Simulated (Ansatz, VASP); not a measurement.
# Si2Mo: VASP beside Ansatz, part 2 of 2

Wanted: the spread between two codes on one cell, functional and k mesh. The cell is taken from a series of runs on this material, whose earlier steps may have relaxed, scaled, displaced or heated it; both programs get it as it stands.

VASP 6.6.1 and Ansatz 0.2.0.

So far: The starting structure; VASP: zone-centre phonons, PBEsol.

## 3. Ansatz: zone-centre phonons, PBEsol

Level of this step: Ansatz beside VASP: Kohn-Sham DFT, plane waves, PBEsol (Ansatz).

Ansatz runs on its PAW soft_1 files.

The same cell, functional, mesh and smearing now go to Ansatz, which takes its cutoff from its data sets.

File input.yaml:

```yaml
crystal:
  lattice:
    - [-1.6010354083, 1.6010354083, 3.8320789114]
    - [1.6010354083, -1.6010354083, 3.8320789114]
    - [1.6010354083, 1.6010354083, -3.8320789114]
  atoms:
    - { symbol: Si, position: [0.3347820094, 0.3347820094, 0.0] }
    - { symbol: Si, position: [0.6652179906, 0.6652179906, 0.0] }
    - { symbol: Mo, position: [0.0, 0.0, 0.0] }
kpoints:
  mp_grid: { grid: [20, 20, 20] }
hamiltonian:
  xc: pbesol
  pseudopotentials: { kind: paw, azcp: { folder: soft_1 }, xc_functional: pbe }
scf:
  occupations: { method: methfessel_paxton, width: 0.2 }
output:
  eigenvalues: true
phonons:
  method: dfpt
```

Launch:

```console
ansatz run input.yaml --threads 4 --pin off --max-ram 10240MiB --backend cpu --events-out ev --progress --plain --runs-dir out
```

Numbers of over 12 decimals in the logs are rounded to 6 here.

Output:

```text
zone centre: on kpoints.mp_grid the ground state, and the responses unless they are solved on pairs of k-points, stand on 1166 of the mesh's 8000 k-points, reduced under 4 symmetry operations, with k and −k counted as one. Each operation leaves every solved displacement unchanged or reverses it
Engine: ansatz 0.2.0, aarch64-unknown-linux-gnu
Pseudopotentials: kind: paw
Pseudopotential: Si, paw, valence charge 4, recommended cutoff 420 eV (normal), soft_1/Si.paw.azcp
Pseudopotential: Mo, paw, valence charge 14, recommended cutoff 420 eV (normal), soft_1/Mo.paw.azcp
Functional definition: PBEsol
  exchange = pbesol_x
  correlation = pbesol_c
Crystal: 3 atoms, lattice volume = 39.291 Å³
Basis set: ecut = 420 eV, 761 PW (Γ), exchange–correlation on 60×60×60 points (8 copies of the dense FFT grid, shifted against one another)
Bands: 15, of which v1, the nominal top of the filled ones, is band 11 counted from 1 (10 counted from 0)
Symmetry: 16 space group operations
k-points: 1166 of 8000 (irreducible under 4 space group operations, time reversal used)
Non-local potential: Si, projectors of the file, l = 0: 2, l = 1: 2, l = 2: 1
Non-local potential: Mo, projectors of the file, l = 0: 3, l = 1: 2, l = 2: 2, l = 3: 1
PAW form: soft (Blöchl's): semilocal exchange-correlation on the pseudo side does not see the compensation charge
PAW frozen core: Si, regenerated for the run's functional, and the local potential with it (the file was generated under x = pbe(κ = 0.804, μ = 0.219515), c = pbe(β = 0.066725))
PAW frozen core: Mo, regenerated for the run's functional, and the local potential with it (the file was generated under x = pbe(κ = 0.804, μ = 0.219515), c = pbe(β = 0.066725))
PAW one-centre angular grid: Si, 110 points (default); XC on 64 Gauss nodes
PAW one-centre angular grid: Mo, 590 points (default); XC on 64 Gauss nodes
Initial density: superposition of atomic densities (chi_scale 0.1, normalization cell, long waves kept (reshape's long-wave potential 0.00 eV rms))
Initial wavefunctions: pseudopotential atomic-orbital guess
Functional: x = pbesol(κ = 0.804, μ = 0.123457), c = pbesol(β = 0.046)
SCF iter   1: F=—  HF=-6143.533403 eV  |F-HF|=—  |Δ(HF+E_count)|=         —  Δρ=9.37e-2  dr2=5.08e0  ethr=3.10e-3  ⟨swp⟩=5.3  Hψ=100660  notcnv=0
preconditioner: auto → Kerker (q_TF=auto, 2.477 Å⁻¹)  [metal: Δε(μ)=0.010 eV  Ē_g=8.278 eV  σ=0.200 eV  W_gap=0.04  n_scr=10 (ndim 8)  ℏωp=22.2 eV  f_vac=0.000  D(μ)=0.30/eV (n_scr^D=0)]
SCF iter   2: F=—  HF=-6142.350577 eV  |F-HF|=—  |Δ(HF+E_count)|=    1.18e0  S|Δr|=    0.00e0  Δρ=3.23e-2  dr2=3.07e-1  ethr=3.10e-3  ⟨swp⟩=2.2  Hψ=43363  notcnv=0
SCF iter   3: F=—  HF=-6142.288555 eV  |F-HF|=—  |Δ(HF+E_count)|=   6.20e-2  S|Δr|=    0.00e0  Δρ=1.46e-2  dr2=6.03e-2  ethr=1.39e-3  ⟨swp⟩=2.1  Hψ=25209  notcnv=0
SCF iter   4: F=—  HF=-6142.274948 eV  |F-HF|=—  |Δ(HF+E_count)|=   1.36e-2  S|Δr|=    0.00e0  Δρ=2.57e-3  dr2=2.83e-3  ethr=2.74e-4  ⟨swp⟩=2.5  Hψ=25502  notcnv=0
SCF iter   5: F=—  HF=-6142.274173 eV  |F-HF|=—  |Δ(HF+E_count)|=   7.75e-4  S|Δr|=    0.00e0  Δρ=3.50e-4  dr2=8.42e-5  ethr=1.29e-5  ⟨swp⟩=2.8  Hψ=28818  notcnv=0
SCF iter   6: F=—  HF=-6142.274155 eV  |F-HF|=—  |Δ(HF+E_count)|=   1.79e-5  S|Δr|=    0.00e0  Δρ=4.09e-5  dr2=1.14e-6  ethr=3.83e-7  ⟨swp⟩=2.3  Hψ=22647  notcnv=0
SCF iter   7: F=—  HF=-6142.274155 eV  |F-HF|=—  |Δ(HF+E_count)|=   8.04e-7  S|Δr|=    0.00e0  Δρ=4.95e-6  dr2=1.03e-8  ethr=5.19e-9  ⟨swp⟩=2.1  Hψ=22874  notcnv=0
SCF iter   8: F=—  HF=-6142.274155 eV  |F-HF|=—  |Δ(HF+E_count)|=  4.57e-10  S|Δr|=    0.00e0  Δρ=8.41e-7  dr2=2.34e-10  ethr=4.70e-11  ⟨swp⟩=2.6  Hψ=30634  notcnv=0
SCF iter   9: F=-6142.274155 eV  HF=-6142.274155 eV  |F-HF|=5.46e-12  |Δ(HF+E_count)|=  5.64e-11  S|Δr|=    0.00e0  Δρ=1.35e-7  dr2=5.37e-12  ethr=1.00e-12  ⟨swp⟩=5.9  Hψ=77586  notcnv=0
SCF 1 converged in 9 iterations: F = -6142.274155 eV  dr2 = 5.37e-12
  greatest PAW one-centre occupation: 0.999 electrons in one spin orbital (limit 2), on the Mo atom at site 2 (counted from 0), in its partial waves of l = 0
DFPT response loops at Γ: preconditioner auto → Kerker (q_TF=auto, 2.477 Å⁻¹) (partly filled bands, converged f_vac=0.000); β = 1.00, the filter's whole step (`scf.mixing.beta` (0.50) is not read by the response loops under this deck's `scf.mixing.preconditioner`; to damp them name `kerker` or `kerker_dos`, under which they read `scf.mixing.beta`, and type it under 1.00, their step now; both keys bind the ground state too); Broyden in place of MSR1
SCF converged after 9 iterations
Stability not checked: this state was not tested for a lower state beside it, because cold or Methfessel-Paxton smearing, or corrected tetrahedra, fill the levels in a way that the test cannot read (fill_not_monotonic; see scf.lower_state_search)
Free energy (F): -6142.274155 eV
Harris-Foulkes:  -6142.274155 eV  (|F-HF|=5.46e-12)
Internal energy: -6142.274739 eV  (E = F + TS)
E sigma→0 (E₀):  -6142.274301 eV
Entropy (-TS):   0.000584 eV (0.195 meV/atom)
Fermi energy:    16.227386 eV
--- Per-component energies (eV) ---
  E_band       = -39.978352
  E_kinetic    = 514.549841
  E_local      = -1111.809977  (includes V_loc(G=0)·N_el)
  E_nonlocal   = 195.002802
  E_hartree    = 424.402628
  E_xc         = -292.502974
  E_vxc        = -322.063375  (∫ρ·V_xc dr)
  E_paw        = -4150.125346  (= ΣΔE_a)
  E_vpaw       = -164.463029  (= ΣTr[D̂ρ^β])
  E_aug_tail   = 0.000125  (compensation charges beyond the density's cutoff)
  E_ewald      = -1722.064259
  E_core_change = 0.272421  (= ΣΔE_core)
  E_smearing   = 0.000584  (= −TS)
  E_closure    = -0.000000  (closes the sum)
  Σ components = -6142.274155   (vs F -6142.274155, Δ=0.00e0)
--- Band table (eV; the first three rows and the last of 1166) ---
  k-point 0: bands = [... 7 lower, 13.2332, 13.5037, 13.5037, 16.5662, 19.3699, 19.4768, 19.7259, 19.7259]
  k-point 1: bands = [... 7 lower, 13.1600, 13.3009, 14.0562, 16.2519, 19.2290, 19.5629, 19.6209, 19.7709]
  k-point 2: bands = [... 7 lower, 12.7936, 13.2275, 14.6704, 15.4765, 18.8136, 19.5510, 19.8858, 19.9385]
  k-point 1165: bands = [... 7 lower, 13.9964, 15.6707, 15.6707, 15.7175, 15.7175, 16.7272, 21.5359, 21.8141]
--- Phonons (Γ-DFPT): 4 representative perturbations + reference, on 1166 of 8000 k-points (Σ response iterations 12) ---
  k mesh reduced under 4 symmetry operations, with k and −k counted as one. Each operation leaves every solved displacement unchanged or reverses it
  ASR residual: 3.575e-5 → 0.000e0 eV/Å²; symmetrization residual: 2.859e-6 eV/Å²
  ASR residual per site (eV/Å²): 3.58e-5 3.58e-5 3.26e-5
  Γ frequencies (cm⁻¹): 0.00 0.00 0.00 278.92 278.92 336.22 336.22 343.40 466.76
  non-analytic LO–TO correction: not included (Born effective charges unavailable; polar crystals: no LO–TO splitting at Γ)
```

The column dr2 measures how far the density is from self-consistency, as an energy; F and HF (Harris–Foulkes) agree once it is small.

## 4. Side by side

Known differences besides the potentials themselves: the cutoff is 420 eV in Ansatz and 500 eV in VASP; Ansatz makes its cores anew for this functional, VASP keeps those of its PBE data sets. Total energies have different zeros and are not compared.

Both answers:

```
                  quantity  Ansatz   VASP  difference
optical mode 1 to 2 (cm⁻¹)   278.9  280.2     -0.46 %
optical mode 3 to 4 (cm⁻¹)   336.2  337.1     -0.25 %
     optical mode 5 (cm⁻¹)   343.4  344.9     -0.43 %
     optical mode 6 (cm⁻¹)   466.8  467.2     -0.10 %
```

Modes are paired by rising frequency, not by their patterns, so a pair may set unlike modes beside each other; they are those without the splitting of longitudinal modes.

## 5. Summary of results

```yaml
r_m_s_difference_of_the_optical_zone_centre_modes_each_program_s_sorted_by_frequency_zone_centre_phonons_pbesol: 1.1 cm⁻¹
```

In words: The r.m.s. difference of the optical zone-centre modes, each program's sorted by frequency is 1.1 cm⁻¹ (zone-centre phonons, PBEsol). Such differences can come from data sets, numerical settings and the points named under the comparisons, not from the functional's error against experiment.

[Lines on the potential files, build, host, timing and source positions are cut from VASP's logs without a mark.]

[Logs are printed without paths, hosts, clocks, repeated set-up lines and the standing remarks that a program may print on its own settings, such as how far it seeks lower states.]

[Hosts, paths, dates, database ids (printed as entryN), source tags and the programs' standing remarks are cut or masked in the printed files.]
